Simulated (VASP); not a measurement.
```yaml
crystal:
  lattice:
    - [3.52403, 0.00000, 0.00000]
    - [-1.76201, 3.05190, 0.00000]
    - [0.00000, 0.00000, 16.93630]
  atoms:
    - { symbol: Sn, position: [0.00000, 0.00000, 0.50000] }
    - { symbol: S, position: [0.33333, 0.66667, 0.58669] }
    - { symbol: S, position: [0.66667, 0.33333, 0.41331] }
```

Level of theory: PBE GGA, VASP's PBE PAW potentials (set 64) (plane waves; VASP). Numerical set-up: 300 eV cut-off, 9×9×1 Γ-centred mesh, Fermi-Dirac smearing of 0.10 eV, potentials Sn_d S.

The cell holds a wide vacuum, so values per volume refer to the whole cell.

Problem. Estimate the energy per atom (σ→0).

Solution. 
| Quantity | Result |
|---|---|
| energy per atom (σ→0) | -4.327 eV/atom |

Only differences to runs with the same potentials and settings are physical.

The cell is a sheet with vacuum, built from a generated structure.
